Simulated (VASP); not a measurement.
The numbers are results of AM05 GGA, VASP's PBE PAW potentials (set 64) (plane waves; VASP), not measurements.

VASP ran on this input.

File POSCAR:
```
Be
1.0
  1.1450000000  -1.9831980000   0.0000000000
  1.1450000000   1.9831980000   0.0000000000
  0.0000000000   0.0000000000   3.5800000000
Be
2
Cart
  1.1450000000   0.6610673221   0.8950000000
  1.1450000000  -0.6610673221   2.6850000000
```

### INCAR
```
# general
SYSTEM=Be
PREC  =Accurate
ENCUT =520
LREAL =.False.
LASPH =.True.

# electronic loop
EDIFF =1E-6
NELM  =100
ALGO  =Normal

# smearing
ISMEAR=1
SIGMA =0.1

# functional
GGA   =AM

# ions
IBRION=2
NSW   =60
ISIF  =3
EDIFFG=-0.01

# output
LWAVE =.False.
LCHARG=.False.
```

### KPOINTS
```
Regular mesh
0
Gamma
16 16 9
0 0 0
```

POTCAR, in this order: Be (PBE.64 set). Program: vasp_std.

Energy and stress use the plane-wave basis of the starting cell.

### Question
Estimate the energy per atom (σ→0), volume per atom, band gap (on the k-mesh).

### Answer

```yaml
energy per atom (σ→0): -3.965 eV/atom
band gap (on the k-mesh): none (metal, semimetal or under 0.01 eV)
volume_per_atom: 7.88 Å³/atom
```

OSZICAR:
```
...
       N       E                     dE             d eps       ncg     rms          rms(c)
DAV:   1    -0.792947992403E+01    0.69612E-06   -0.12304E-05  2232   0.508E-02    0.157E-03
DAV:   2    -0.792948006892E+01   -0.14489E-06   -0.20075E-08  1272   0.163E-03
   4 F= -.79294801E+01 E0= -.79293994E+01  d E =-.573983E-02
       N       E                     dE             d eps       ncg     rms          rms(c)
DAV:   1    -0.792949651613E+01   -0.16592E-04   -0.17010E-04  2256   0.892E-02    0.456E-03
DAV:   2    -0.792949610728E+01    0.40886E-06   -0.80898E-07  2040   0.790E-03
   5 F= -.79294961E+01 E0= -.79294093E+01  d E =-.160384E-04
```

The compound is Be in the hcp structure. This run relaxes it. Symmetry was kept, so distortions that lower it aren't found.
